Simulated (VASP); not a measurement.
Output of a VASP run:

**OSZICAR**
```
       N       E                     dE             d eps       ncg     rms          rms(c)
DAV:   1     0.108844140559E+03    0.10884E+03   -0.11629E+04  1760   0.255E+03
DAV:   2    -0.386258658880E+01   -0.11271E+03   -0.10981E+03  1680   0.326E+02
DAV:   3    -0.690691508718E+01   -0.30443E+01   -0.30322E+01  2009   0.731E+01
DAV:   4    -0.692912895042E+01   -0.22214E-01   -0.22201E-01  1939   0.552E+00
DAV:   5    -0.692942226358E+01   -0.29331E-03   -0.29331E-03  2182   0.661E-01    0.103E+01
DAV:   6    -0.667841183743E+01    0.25101E+00   -0.19334E+01  1840   0.118E+02    0.629E+00
DAV:   7    -0.566272002696E+01    0.10157E+01   -0.42082E+00  1834   0.120E+02    0.239E+00
DAV:   8    -0.566628967643E+01   -0.35696E-02   -0.22475E-01  2215   0.662E+00    0.135E+00
DAV:   9    -0.565544745599E+01    0.10842E-01   -0.20475E-02  2074   0.382E+00    0.670E-02
DAV:  10    -0.565543162595E+01    0.15830E-04   -0.51680E-04  1967   0.300E-01    0.258E-02
DAV:  11    -0.565543632905E+01   -0.47031E-05   -0.79857E-06  2140   0.362E-02    0.121E-02
DAV:  12    -0.565543593489E+01    0.39417E-06   -0.51249E-07  1183   0.221E-02
   1 F= -.56554359E+01 E0= -.56554800E+01  d E =-.565544E+01
```

**OUTCAR**
```
------------------------ aborting loop because EDIFF is reached ----------------------------------------
  FORCE on cell =-STRESS in cart. coord.  units (eV):
  Direction    XX          YY          ZZ          XY          YZ          ZX
  --------------------------------------------------------------------------------------
  Total       -0.0098265     -0.0098265     -0.0098265      0.0000000     -0.0000000      0.0000000
  in kB       -0.6384896     -0.6384896     -0.6384896      0.0000000     -0.0000000      0.0000000
  external PRESSURE =      -0.6384896 kB  Pullay stress =       0.0000000 kB
  volume of cell :       24.66
      direct lattice vectors                 reciprocal lattice vectors
     2.910613098  0.000000000  0.000000000     0.343570226  0.000000000  0.000000000
     0.000000000  2.910613098  0.000000000     0.000000000  0.343570226  0.000000000
     0.000000000  0.000000000  2.910613098     0.000000000  0.000000000  0.343570226
 POSITION                                       TOTAL-FORCE (eV/Angst)
 -----------------------------------------------------------------------------------
      1.45531      1.45531      1.45531         0.000000      0.000000      0.000000
      0.00000      0.00000      0.00000         0.000000      0.000000      0.000000
 -----------------------------------------------------------------------------------
    total drift:                                0.000000      0.000000     -0.000000
  FREE ENERGIE OF THE ION-ELECTRON SYSTEM (eV)
  ---------------------------------------------------
  free  energy   TOTEN  =        -5.6554359349 eV

  energy  without entropy=       -5.6555682115  energy(sigma->0) =       -5.65548003

 reached required accuracy - stopping structural energy minimisation
```
(Selected blocks of OUTCAR.)

### POSCAR
```
CuZn
1
    2.9106130981     0.0000000000    -0.0000000000
    0.0000000000     2.9106130981     0.0000000000
   -0.0000000000    -0.0000000000     2.9106130981
Zn Cu
1 1
Direct
  0.5000000000   0.5000000000   0.5000000000
  0.0000000000   0.0000000000   0.0000000000
```

Problem. Reconstruct the remaining input files.

Solution. Several could match; the one computed here: the input of the run itself, AM05 GGA, plane waves, VASP's PBE PAW potentials (set 64).

KPOINTS:
```
Regular mesh
0
gamma
  11 11 11
0 0 0
```

INCAR:
```
SYSTEM = CuZn
PREC = Accurate; ENCUT = 520; LREAL = .FALSE.
LASPH = .TRUE.
EDIFF = 1E-6; NELM = 100; ALGO = Normal
LMAXMIX = 4
ISMEAR = 1; SIGMA = 0.1
GGA = AM
IBRION = 2; NSW = 60; ISIF = 3
EDIFFG = -0.01
LWAVE = .FALSE.; LCHARG = .FALSE.
```

POTCAR, in this order: Zn Cu (PBE.64 set). Program: vasp_std.

The compound is CuZn in the CsCl type structure. It was relaxed first. The start is the result of an earlier pass. The electron count is odd and the run is not spin-polarised, which forces a metal.
